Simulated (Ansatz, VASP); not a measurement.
Si2B2C: VASP beside Ansatz

INCAR

```
PREC = Accurate
ENCUT = 600
EDIFF = 1E-6
ISMEAR = 0
SIGMA = 0.1
LREAL = F
LASPH = T
NELM = 60
ALGO = Normal
ISIF = 3
LWAVE = F
LCHARG = F
GGA = PE
IBRION = 2
NSW = 90
EDIFFG = -0.04
```

The input KPOINTS:

```
Automatic mesh
0
Gamma
  6 6 4
```

Contents of POSCAR:

```
Si2B2C
1.0
    3.6132720700      0.0000000000      0.0000000000
   -1.8066360400      3.1291854100      0.0000000000
    0.0000000000      0.0000000000      5.9603258700
Si B C
2 2 1
Direct
    0.0000000000      0.0000000000      0.5000000000
    0.0000000000      0.0000000000      0.0000000000
    0.6666666700      0.3333333300      0.2437968000
    0.6666666700      0.3333333300      0.7562032000
    0.3333333300      0.6666666700      0.0000000000
```

Input for Ansatz:

```yaml
crystal:
  lattice:
    - [3.61327207, 0.0, 0.0]
    - [-1.80663604, 3.12918541, 0.0]
    - [0.0, 0.0, 5.96032587]
  atoms:
    - { symbol: Si, position: [0.0, 0.0, 0.5] }
    - { symbol: Si, position: [0.0, 0.0, 0.0] }
    - { symbol: B, position: [0.66666667, 0.33333333, 0.2437968] }
    - { symbol: B, position: [0.66666667, 0.33333333, 0.7562032] }
    - { symbol: C, position: [0.33333333, 0.66666667, 0.0] }
basis:
  ecutwfc: 420
kpoints:
  mp_grid: { grid: [6, 6, 4] }
hamiltonian:
  xc: pbe
scf:
  occupations: { method: gaussian, width: 0.1 }
  lower_state_search: "off"
output:
  forces: true
  stress: true
  eigenvalues: true
relax:
  adjacent_minimum: "off"
  f_tol: 0.04
  max_steps: 70
  cell: { stress_tol: 0.4 }
```

Alike in both runs: task relaxation of cell and atoms; functional PBE; k mesh 6 × 6 × 4; occupations gaussian, width 0.1 eV; no spin polarisation.

|  | VASP | Ansatz |
| --- | --- | --- |
| version | VASP 6.6.1 | Ansatz 0.2.0 |
| potentials or method | VASP PAW PBE potentials, release 64 (Si, B, C) | scalar-relativistic, plane waves, PAW |
| plane-wave cutoff (eV) | 600 | 420 |
| valence electrons in the cell | 18 | 18 |

|  | VASP | Ansatz | Ansatz less VASP |
| --- | --- | --- | --- |
| gap on the k mesh at the Fermi level, each at its own relaxed structure (eV) | none | none | - |
| relaxed volume (Å³/atom) | 11.77 | 11.67 | -0.098 |
| relaxed cell length with the largest relative difference (Å) | 6.635 | 6.577 | -0.0579 |
| energy change over the relaxation (meV/atom) | -943 | -941 | +1.7 |

A gap of «none» marks a metal or a gap that the smearing closes.
